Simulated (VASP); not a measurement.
Given:

```
CELL_PARAMETERS angstrom
      0.00000     2.70168     2.70168
      2.70168     0.00000     2.70168
      2.70168     2.70168     0.00000
ATOMIC_POSITIONS crystal
  Cd 0.00000 0.00000 0.00000
  F  0.25000 0.25000 0.25000
  F  0.75000 0.75000 0.75000
```

These are r2SCAN meta-GGA, VASP's PBE PAW potentials (set 64) (plane waves; VASP) values and carry that method's errors. Settings: 520 eV cut-off, 7×7×7 Γ-centred mesh, Gaussian smearing of 0.050 eV, potentials Cd F.

Task: Estimate the energy per atom (σ→0).

Result: 
| Quantity | Result |
|---|---|
| energy per atom (σ→0) | -1084.5 kJ/mol of atoms |

The compound is CdF2 in the fluorite structure. It was relaxed first.
